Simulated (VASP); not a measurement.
The system is InSb2As3.

```xyz
6
Lattice="3.7457 0.0000 0.0000 0.0000 3.7457 0.0000 0.0000 0.0000 13.9386" Properties=species:S:1:pos:R:3 pbc="T T T"
In    0.0000    0.0000    0.0000
Sb    1.8729    1.8729   12.1007
Sb    1.8729    1.8729    1.8379
As    0.0000    0.0000    9.2660
As    0.0000    0.0000    4.6727
As    1.8729    1.8729    6.9693
```

The cell was built by a generator and needn't be a form met in nature.

```yaml
Program: VASP 6.6.1
Task: relaxation of cell and atoms
Functional: PBE
Potentials_or_basis: VASP PAW PBE potentials, release 64 (In_d, Sb, As)
Cutoff: 520 eV
k_mesh: 4 × 4 × 1
Occupations: gaussian, width 0.15 eV
Spin: no spin polarisation
```

At the start: pressure -8.0 GPa; volume 32.59 Å³/atom.

Problem. How do energy, volume and symmetry change on relaxing?

Solution. Over 24 steps the energy falls by 580.8 meV/atom and the volume is 23.63 Å³/atom (-27.5 %); space group P4/mmm (No. 123, to 0.05 Å).

Step by step:
```csv
step,energy change (eV),largest force (eV/Å),pressure (GPa),volume (Å³)
1,0.0000,0.7612,-8.01,195.57
2,-1.4980,1.9763,-0.99,152.96
3,-1.4950,2.2909,1.92,147.23
4,-1.5044,2.1748,0.77,149.29
5,-1.9888,1.9335,1.86,144.10
6,-2.7460,0.8060,7.91,129.05
7,-3.1535,0.6163,3.88,134.86
8,-3.3814,0.1598,-1.20,144.24
9,-3.3816,0.1903,-0.59,143.55
10,-3.3818,0.1739,-0.73,143.84
11,-3.3893,0.1512,-0.67,143.35
12,-3.4000,0.3819,-0.29,141.85
13,-3.4132,0.4253,0.17,140.70
14,-3.4308,0.3831,1.93,137.26
15,-3.4315,0.4415,1.22,138.35
16,-3.4323,0.4183,1.42,137.92
17,-3.4387,0.3733,1.49,137.96
18,-3.4503,0.2493,1.54,138.09
19,-3.4515,0.2681,1.64,138.14
20,-3.4640,0.2241,1.25,139.24
21,-3.4790,0.1156,-0.44,142.57
22,-3.4790,0.1245,-0.31,142.30
23,-3.4814,0.1088,-0.25,142.17
24,-3.4848,0.0620,-0.11,141.79
```

Final structure:
```
In Sb As
1.0
     3.55967    0.00000    0.00000
     0.00000    3.55967    0.00000
     0.00000    0.00000   11.18965
In Sb As
1 2 3
Direct
  0.00000 0.00000 0.00000
  0.50000 0.50000 0.80127
  0.50000 0.50000 0.19873
  0.00000 0.00000 0.65158
  0.00000 0.00000 0.34842
  0.50000 0.50000 0.50000
```

Caveat: the k mesh is coarse (spacing up to 0.45 Å⁻¹), so the values aren't converged; the volume moved by over 15 % at a fixed basis, so the end points are rough.
